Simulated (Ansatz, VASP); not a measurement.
## One calculation of BPd, two programs

```
B Pd
1.0
     2.47372    0.00000    0.00000
     0.00000    2.47372    0.00000
     0.00000    0.00000    3.49837
B Pd
1 1
Direct
  0.50000 0.50000 0.50000
  0.00000 0.00000 0.00000
```

Alike in both runs: task relaxation of cell and atoms; functional PBE; k mesh 8 × 8 × 6; occupations gaussian, width 0.1 eV; no spin polarisation.

```csv
,VASP,Ansatz
version,VASP 6.6.1,Ansatz 0.2.0
potentials or method,"VASP PAW PBE potentials, release 64 (B, Pd)","scalar-relativistic, plane waves, PAW"
plane-wave cutoff (eV),600,420
valence electrons in the cell,13,21
```

Ansatz gave:

```
gap on the k mesh at the Fermi level, each at its own relaxed structure (eV) : none
relaxed volume (Å³/atom)                                                     : 10.70
relaxed cell length with the largest relative difference (Å)                 : 2.797
energy change over the relaxation (meV/atom)                                 : -320
```

Q: Estimate VASP's values.

A: gap on the k mesh at the Fermi level, each at its own relaxed structure (eV): none; relaxed volume (Å³/atom): 10.70; relaxed cell length with the largest relative difference (Å): 2.791; energy change over the relaxation (meV/atom): -315.

A gap of «none» marks a metal or a gap that the smearing closes. The two sets of potentials don't hold the same shells in valence.
